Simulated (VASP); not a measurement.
# BeZn2Se3 (Imm2) in VASP: single point with PBE

Aim: the single point of BeZn2Se3 with PBE.

All numbers are computed with VASP 6.6.1; they aren't measurements. Logs are shortened: lines on timing, memory, paths and dates and some standing lists are left out, and cuts for length are marked.

## 1. The structure

Symmetry: Imm2, No. 44, orthorhombic system. The conventional cell has a = 3.911 Å, b = 11.750 Å, c = 5.582 Å, α = 90.00°, β = 90.00°, γ = 90.00°. Be (site symmetry mm2) has 4 Se at 2.24 to 2.31 Å as nearest neighbours. Around Zn (site symmetry m) lie 4 Se at 2.47 to 2.48 Å. Around Se (site symmetry mm2) lie 2 Be at 2.31 Å and 2 Zn at 2.48 Å. Se (site symmetry m) is surrounded by 1 Be at 2.24 Å and 3 Zn at 2.47 to 2.48 Å.

The cell was built by a generator and needn't be a form met in nature.

## 2. Single point, PBE

File INCAR:

```
SYSTEM = BeZn2Se3
ALGO = Fast
EDIFF = 1E-5
ENCUT = 520
GGA = PE
ISIF = 2
ISMEAR = 0
LASPH = .TRUE.
LCHARG = .FALSE.
LREAL = Auto
LWAVE = .FALSE.
NBANDS = 56
NELM = 80
PREC = Normal
SIGMA = 0.05
```

File KPOINTS:

```
k-points
0
G
  5 5 5
  0 0 0
```

File POSCAR:

```
BeZn2Se3
1.0
   -1.9552900000      5.8750200000      2.7909700000
    1.9552900000     -5.8750200000      2.7909700000
    3.9105800000     11.7500400000     -5.5819400000
Be Zn Se
2 4 6
Direct
    0.0022040000      0.0022040000      0.0000000000
    0.0022040000      0.0022040000      0.5000000000
    0.3375680000      0.0006840000      0.1684420000
    0.3375680000      0.0006840000      0.6684420000
    0.6638000000      0.0006840000      0.3315580000
    0.6638000000      0.0006840000      0.8315580000
    0.7825270000      0.2825270000      0.2500000000
    0.7825270000      0.2825270000      0.7500000000
    0.0755300000      0.2319950000      0.4217680000
    0.0755300000      0.2319950000      0.9217680000
    0.3884590000      0.2319950000      0.0782320000
    0.3884590000      0.2319950000      0.5782320000
```

Potentials or basis: VASP PAW PBE potentials, release 64 (Be, Zn, Se).

Started as:

```sh
$ cat potpaw_PBE.64/Be/POTCAR potpaw_PBE.64/Zn/POTCAR potpaw_PBE.64/Se/POTCAR > POTCAR
$ mpirun -np 1 vasp_std > vasp.out
```

OUTCAR:

```text
SYSTEM = BeZn2Se3
   EDIFF = 1E-5
   ENCUT = 520
   GGA = PE
   ISIF = 2
   ISMEAR = 0
   LASPH = .TRUE.
   LREAL = Auto
   NELM = 80
   PREC = Normal

 ion  position               nearest neighbor table
   1  0.002  0.002  0.000-  11 2.24  10 2.24   7 2.31   8 2.31
   2  0.002  0.002  0.500-  12 2.24   9 2.24   8 2.31   7 2.31
   3  0.338  0.001  0.168-  10 2.47   9 2.47   7 2.48  11 2.48
   4  0.338  0.001  0.668-   9 2.47  10 2.47   8 2.48  12 2.48
   5  0.664  0.001  0.332-  12 2.47  11 2.47   7 2.48   9 2.48
   6  0.664  0.001  0.832-  11 2.47  12 2.47   8 2.48  10 2.48
   7  0.783  0.283  0.250-   2 2.31   1 2.31   3 2.48   5 2.48
   8  0.783  0.283  0.750-   1 2.31   2 2.31   4 2.48   6 2.48
   9  0.076  0.232  0.422-   2 2.24   4 2.47   3 2.47   5 2.48
  10  0.076  0.232  0.922-   1 2.24   3 2.47   4 2.47   6 2.48
  11  0.388  0.232  0.078-   1 2.24   5 2.47   6 2.47   3 2.48
  12  0.388  0.232  0.578-   2 2.24   6 2.47   5 2.47   4 2.48

  LATTYP: Found a base centered monoclinic cell.
 ALAT       =    12.3837020288
 B/A-ratio  =     0.4507488946
 C/A-ratio  =     0.6315688137
 COS(beta)  =    -0.3157844069

  Lattice vectors:

 A1 = (  -1.9552900000,   5.8750200000,  -2.7909700000)
 A2 = (  -1.9552900000,   5.8750200000,   2.7909700000)
 A3 = (   7.8211600000,  -0.0000000000,   0.0000000000)

Analysis of symmetry for initial positions (statically):
=====================================================================
 Subroutine PRICEL returns following result:

  LATTYP: Found a body centered orthorhombic cell.
 ALAT       =     3.9105800000
 B/A-ratio  =     1.4273944019
 C/A-ratio  =     3.0046796127

  Lattice vectors:

 A1 = (  -1.9552900000,   5.8750200000,  -2.7909700000)
 A2 = (   1.9552900000,   5.8750200000,   2.7909700000)
 A3 = (   1.9552900000,  -5.8750200000,  -2.7909700000)

   2 primitive cells build up your supercell.

 Routine SETGRP: Setting up the symmetry group for a
 base centered monoclinic supercell.

 Subroutine GETGRP returns: Found  2 space group operations
 (whereof  2 operations were pure point group operations)
 out of a pool of  4 trial point group operations.

The static configuration has the point symmetry C_2 .

Analysis of symmetry for dynamics (positions and initial velocities):
=====================================================================
 Subroutine PRICEL returns following result:

  LATTYP: Found a body centered orthorhombic cell.
 ALAT       =     3.9105800000
 B/A-ratio  =     1.4273944019
 C/A-ratio  =     3.0046796127

  Lattice vectors:

 A1 = (  -1.9552900000,   5.8750200000,  -2.7909700000)
 A2 = (   1.9552900000,   5.8750200000,   2.7909700000)
 A3 = (   1.9552900000,  -5.8750200000,  -2.7909700000)

   2 primitive cells build up your supercell.

 Routine SETGRP: Setting up the symmetry group for a
 base centered monoclinic supercell.

 Subroutine GETGRP returns: Found  2 space group operations
 (whereof  2 operations were pure point group operations)
 out of a pool of  4 trial point group operations.

The dynamic configuration has the point symmetry C_2 .

 Subroutine INISYM returns: Found  2 space group operations
 (whereof  2 operations are pure point group operations),
 and found     2 'primitive' translations

----------------------------------------------------------------------------------------

                                     Primitive cell

  volume of cell :     128.2436

  direct lattice vectors                    reciprocal lattice vectors
    -1.955290000  5.875020000 -2.790970000     0.000000000  0.085106093 -0.179149185
     1.955290000  5.875020000  2.790970000     0.255716543  0.085106093  0.000000000
     1.955290000 -5.875020000 -2.790970000     0.255716543  0.000000000 -0.179149185

  length of vectors
     6.791798917  6.791798917  6.791798917     0.198336778  0.269506953  0.312226490

  position of ions in fractional coordinates (direct lattice)
     0.997796000  0.000000000  0.997796000
     0.336200000  0.336884000  0.999316000
     0.662432000  0.663116000  0.999316000
     0.217473000  0.500000000  0.717473000
     0.611541000  0.843536000  0.768006000
     0.924469000  0.156464000  0.768005000

  ion indices of the primitive-cell ions
   primitive index   ion index
                 1           1
                 2           3
                 3           6
                 4           7
                 5          10
                 6          11

----------------------------------------------------------------------------------------

 KPOINTS: k-points

Automatic generation of k-mesh.
 Grid dimensions read from file:
 generate k-points for:    5    5    5

 Generating k-lattice:

  Cartesian coordinates                     Fractional coordinates (reciprocal lattice)
     0.000000000  0.017021219  0.035829837     0.200000000  0.000000000  0.000000000
     0.051143309  0.000000000  0.035829837     0.000000000  0.200000000 -0.000000000
     0.025571654  0.008510609  0.000000000     0.000000000 -0.000000000  0.200000000

  Length of vectors
     0.039667356  0.062445298  0.026950695

  Shift w.r.t. Gamma in fractional coordinates (k-lattice)
     0.000000000  0.000000000  0.000000000

 Subroutine IBZKPT returns following result:
 ===========================================

 Found     39 irreducible k-points:

 Following reciprocal coordinates:
            Coordinates               Weight
  0.000000  0.000000  0.000000      1.000000
  0.200000 -0.000000  0.000000      4.000000
  0.400000  0.000000  0.000000      4.000000
 -0.000000  0.200000  0.000000      4.000000
  0.200000  0.200000  0.000000      4.000000
  0.400000  0.200000 -0.000000      4.000000
[... 16 lines left out ...]
  0.400000  0.400000  0.200000      2.000000
 -0.400000  0.400000  0.200000      2.000000
 [... further k-points ...]
   k-points           NKPTS =     39   k-points in BZ     NKDIM =     39   number of bands    NBANDS=     56
   number of dos      NEDOS =    301   number of ions     NIONS =     12
   total plane-waves  NPLWV = 128000
   dimension x,y,z NGX =    40 NGY =   40 NGZ =   80
   dimension x,y,z NGXF=    80 NGYF=   80 NGZF=  160
   ions per type =               2   4   6
   NGX,Y,Z   is equivalent  to a cutoff of   9.79,  9.79,  9.79 a.u.
   NGXF,Y,Z  is equivalent  to a cutoff of  19.58, 19.58, 19.58 a.u.
 SYSTEM =  BeZn2Se3
   PREC   = normal    normal or accurate (medium, high low for compatibility)
   ISTART =      0    job   : 0-new  1-cont  2-samecut
   ICHARG =      2    charge: 1-file 2-atom 10-const
   ISPIN  =      1    spin polarized calculation?
   LNONCOLLINEAR =      F non collinear calculations
   LSORBIT =      F    spin-orbit coupling
   LASPH  =      T    aspherical Exc in radial PAW
   ENCUT  =  520.0 eV  38.22 Ry    6.18 a.u.  12.63 12.63 25.26*2*pi/ulx,y,z
   NELM   =     80;   NELMIN=  2; NELMDL= -5     # of ELM steps
   EDIFF  = 0.1E-04   stopping-criterion for ELM
   LREAL  =      T    real-space projection
   EDIFFG = 0.1E-03   stopping-criterion for IOM
   NSW    =      0    number of steps for IOM
   IBRION =     -1    ionic relax: 0-MD 1-quasi-New 2-CG
   NFREE  =      0    steps in history (QN), initial steepest desc. (CG)
   ISIF   =      2    stress and relaxation
   ISYM   =      2    0-nonsym 1-usesym 2-fastsym
   POTIM  = 0.5000    time-step for ionic-motion
   TEBEG  =    0.0;   TEEND  =   0.0 temperature during run
   PSTRESS=    0.0 pullay stress
   NELECT =      88.0000    total number of electrons
   NUPDOWN=      -1.0000    fix difference up-down
   EMIN   =  10.00;   EMAX   =-10.00  energy-range for DOS
   EFERMI =   0.00;   METHOD = LEGACY
   ISMEAR =     0;   SIGMA  =   0.05  broadening in eV -4-tet -1-fermi 0-gaus
   EFERMI_NEDOS =   21; number of points for ismear=-14 and -15
   IALGO  =     68    algorithm
   IMIX   =      4    mixing-type and parameters
     AMIX     =   0.40;   BMIX     =  1.00
     AMIX_MAG =   1.60;   BMIX_MAG =  1.00
  volume/ion in A,a.u.               =      21.37       144.24
  Fermi-wavevector in a.u.,A,eV,Ry     =   1.146077  2.165772 17.871153  1.313493
  Thomas-Fermi vector in A             =   2.282763
   LORBIT       =      0    0 simple, 1 ext, 2 COOP (PROOUT), +10 PAW based schemes
   GGA     = PE    functional components
   LHFCALC =     F    Hartree Fock is set to
   AEXX    =    0.0000 exact exchange contribution
   IVDW    =     0    specifies the selected vdW correction
   LEPSILON=     F    determine dielectric tensor
   LRPA    =     F    only Hartree local field effects (RPA)
 non-spin polarized calculation
 RMM-DIIS sequential band-by-band and
 Gauss-broadening in eV      SIGMA  =   0.05
  energy-cutoff  :      520.00
  volume of cell :      256.49
 maximum number of plane-waves:      6940
   NGX = 25   NGY = 25   NGZ = 51

 number of electron      88.0000023 magnetization

 Free energy of the ion-electron system (eV)
  ---------------------------------------------------
  ext. energy  EPLUGINS =         0.00000000
  ---------------------------------------------------
  free energy    TOTEN  =       -41.64829134 eV

  energy without entropy =      -41.64829134  energy(sigma->0) =      -41.64829134

 E-fermi :   2.1649     XC(G=0):  -9.2594

 val. band max:        1.9527495964   @ k =   0.0000   0.0000   0.0000
 cond. band min:       3.7953983101   @ k =   0.0000   0.0000   0.0000
 fundamental gap:      1.8426487137
 Fermi energy:         2.1648525532

 k-point     1 :       0.0000    0.0000    0.0000
  band No.  band energies     occupation
      1     -11.3685      2.00000
      2     -10.4532      2.00000
      3     -10.3802      2.00000
      4     -10.2662      2.00000
      5     -10.1734      2.00000
      6     -10.1541      2.00000
[... 48 lines left out ...]
     55       7.4048      0.00000
     56       7.5985      0.00000

 k-point     2 :       0.2000   -0.0000    0.0000
  band No.  band energies     occupation
      1     -11.2559      2.00000
      2     -10.4684      2.00000
      3     -10.3461      2.00000
      4     -10.3361      2.00000
      5     -10.2431      2.00000
      6     -10.1658      2.00000
[... 48 lines left out ...]
     55       7.8216      0.00000
     56       7.8535      0.00000

 k-point     3 :       0.4000    0.0000    0.0000
  band No.  band energies     occupation
      1     -10.9681      2.00000
      2     -10.5292      2.00000
      3     -10.4764      2.00000
      4     -10.4130      2.00000
      5     -10.2697      2.00000
      6     -10.1964      2.00000
[... 1172 lines left out ...]
 k-point    23 :       0.4000    0.4000    0.2000
  band No.  band energies     occupation
      1     -10.9066      2.00000
      2     -10.7546      2.00000
      3     -10.4476      2.00000
      4     -10.3709      2.00000
      5     -10.2672      2.00000
      6     -10.1516      2.00000
[... 48 lines left out ...]
     55       7.8471      0.00000
     56       8.0166      0.00000

 k-point    24 :      -0.4000    0.4000    0.2000
  band No.  band energies     occupation
      1     -11.0605      2.00000
      2     -10.7056      2.00000
      3     -10.4754      2.00000
      4     -10.3436      2.00000
      5     -10.1687      2.00000
      6     -10.1363      2.00000
[... 48 lines left out ...]
     55       7.5415      0.00000
     56       7.6681      0.00000

 [... further k-points ...]

------------------------ aborting loop because EDIFF is reached ----------------------------------------

  FORCE on cell =-STRESS in cart. coord.  units (eV):
  Direction    XX          YY          ZZ          XY          YZ          ZX
  --------------------------------------------------------------------------------------
  -------------------------------------------------------------------------------------
  Total       -0.2955819     -0.3708674     -0.3679694     -0.0014316      0.0000000      0.0000000
  in kB       -1.8463871     -2.3166666     -2.2985640     -0.0089426      0.0000000      0.0000000
  external PRESSURE =      -2.1538726 kB  Pullay stress =       0.0000000 kB

 VOLUME and BASIS-vectors are now :
 -----------------------------------------------------------------------------
  energy-cutoff  :      520.00
  volume of cell :      256.49
      direct lattice vectors                 reciprocal lattice vectors
    -1.955290000  5.875020000  2.790970000     0.000000000  0.085106093  0.179149185
     1.955290000 -5.875020000  2.790970000     0.255716543  0.000000000  0.179149185
     3.910580000 11.750040000 -5.581940000     0.127858272  0.042553047  0.000000000

 POSITION                                       TOTAL-FORCE (eV/Angst)
 -----------------------------------------------------------------------------------
      0.00000      0.00000      0.01230        -0.000000      0.000000      0.002778
      1.95529      5.87502     -2.77867        -0.000000      0.000000      0.002778
     -0.00000      3.95840      0.00382        -0.000013      0.004294      0.000463
      1.95529      9.83342     -2.78715        -0.000013      0.004294      0.000463
      0.00000      7.79164      0.00382         0.000013     -0.004294      0.000463
      1.95529     13.66666     -2.78715         0.000013     -0.004294      0.000463
      0.00000      5.87502      1.57705         0.000000     -0.000000     -0.006625
      1.95529     11.75004     -1.21392        -0.000000     -0.000000     -0.006625
      1.95529      4.03656     -1.49599         0.000036     -0.001151      0.001461
      3.91058      9.91158     -4.28696         0.000036     -0.001151      0.001461
      0.00000      1.83846      1.29498        -0.000036      0.001151      0.001461
      1.95529      7.71348     -1.49599        -0.000036      0.001151      0.001461
 -----------------------------------------------------------------------------------
    total drift:                               -0.001183      0.004081     -0.033819

  FREE ENERGIE OF THE ION-ELECTRON SYSTEM (eV)
  ---------------------------------------------------
  free  energy   TOTEN  =       -41.6482913357 eV

  energy  without entropy=      -41.6482913357  energy(sigma->0) =      -41.64829134
```

It took 5.3 min on 1 thread of Intel Xeon 6975P-C (Granite Rapids), shared host; peak memory 0.56 GiB.

Results:

```yaml
Free_energy: -41.6483 eV
Pressure: -0.2 GPa
Largest_force: 0.007 eV/Å
Band_gap_on_the_k_mesh: 1.84 eV
```

Forces in eV/Å, atoms in the order of the input:
```
Be   0.000  0.000  0.003
Be   0.000  0.000  0.003
Zn   0.000  0.004  0.000
Zn   0.000  0.004  0.000
Zn   0.000 -0.004  0.000
Zn   0.000 -0.004  0.000
Se   0.000  0.000 -0.007
Se   0.000  0.000 -0.007
Se   0.000 -0.001  0.001
Se   0.000 -0.001  0.001
Se   0.000  0.001  0.001
Se   0.000  0.001  0.001
```

As with any semilocal functional, this PBE gap is likely too small.
